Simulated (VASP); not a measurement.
Wanted: the native input for a VASP 6.6.1 run.

```
Task                   : single point
Functional             : PBE
Dispersion             : D3(BJ)
Potentials or basis    : VASP PAW PBE potentials, release 64 (O, H, Mg, Cl)
Cutoff                 : 520 eV
k mesh                 : 1 × 1 × 1
Occupations            : fermi-dirac, width 0.02 eV
Spin                   : no spin polarisation
Dipole correction      : no
Further INCAR settings : LREAL = Auto; ALGO = Normal; EDIFF = 1e-06; NBANDS = 37
```

The structure of MgH8Cl2O4 lies in POSCAR:

```
MgH8Cl2O4
1.0
    5.5112720000      0.0000000000      0.0000000000
    0.0000000000      5.5112720000      0.0000000000
    0.0000000000      0.0000000000      5.5112720000
O H Mg Cl
4 8 1 2
Direct
    0.3108901176      0.9821689076      0.1812467249
    0.0553955602      0.7779510792      0.7183278198
    0.8538863623      0.1329638602      1.0910185525
    0.7524578718      0.5668201461      0.4353622902
    0.3489575546      0.8810488758      0.0455430253
    0.3189463340      0.8935323824      0.3400303959
    0.1757851908      0.9071408560      0.6833631147
    0.1634649859      0.6694280377      0.8041337825
    1.0143030502      0.0423495701      1.1226446454
    0.7940635120      0.0680060792      0.9372972337
    0.8323305400      0.6262801038      0.5912246755
    0.7666469737      0.6929979141      0.3223756694
    0.5936923454      0.2658007081      0.2836731702
    0.5141099913      0.0844814047      0.6618617263
    0.4948403926      0.5601247770      0.9666915369
```

The cell was built by a generator and needn't be a form met in nature.

These files were run (other wordings do the same):

INCAR

```
SYSTEM = MgH8Cl2O4
PREC = Accurate
ENCUT = 520
EDIFF = 1E-6
ISMEAR = -1
SIGMA = 0.02
LREAL = Auto
LASPH = .TRUE.
NELM = 100
ALGO = Normal
ISIF = 2
LWAVE = .FALSE.
LCHARG = .FALSE.
GGA = PE
IVDW = 12
NBANDS = 37
```

KPOINTS

```
Automatic mesh
0
G
  1 1 1
  0 0 0
```

Potentials or basis: VASP PAW PBE potentials, release 64 (O, H, Mg, Cl).

Run with:

```sh
$ cat potpaw_PBE.64/O/POTCAR potpaw_PBE.64/H/POTCAR potpaw_PBE.64/Mg/POTCAR potpaw_PBE.64/Cl/POTCAR > POTCAR
$ mpirun -np 1 vasp_gam > vasp.out
```

It gave:

```json
{
 "Pressure": "2.8 GPa",
 "Largest force": "3.341 eV/Å",
 "Band gap on the k mesh": "4.08 eV, direct",
 "Dispersion energy per atom": "-0.074 eV"
}
```

Wall time 13 s on 1 thread of Intel(R) Xeon(R) Platinum 8488C (Sapphire Rapids) (shared host), peak memory 0.23 GiB.
